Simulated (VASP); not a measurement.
Input:

```
CELL_PARAMETERS angstrom
      3.94530     0.00000     0.00000
      0.00000     3.94530     0.00000
      0.00000     0.00000     3.94530
ATOMIC_POSITIONS crystal
  Ti 0.00000 0.00000 0.00000
  Pt 0.00000 0.50000 0.50000
  Pt 0.50000 0.00000 0.50000
  Pt 0.50000 0.50000 0.00000
```

Calculation: PBE GGA with spin-orbit coupling, VASP's PBE PAW potentials (set 64) (plane waves; VASP 6.6.1). Numerical set-up: 400 eV cut-off, 7×7×7 Γ-centred mesh, Gaussian smearing of 0.050 eV, potentials Ti_sv Pt.

### Question
Predict the energy per atom (σ→0), band gap (over mesh and band path) with the smallest direct gap where there is one.

### Answer

The band gap (over mesh and band path) is none (metal, semimetal or under 0.01 eV). The energy per atom (σ→0) comes out as -7.654 eV/atom.

Only differences to runs with the same potentials and settings are physical.

The compound is Pt3Ti in the L1_2 structure. It was relaxed first.
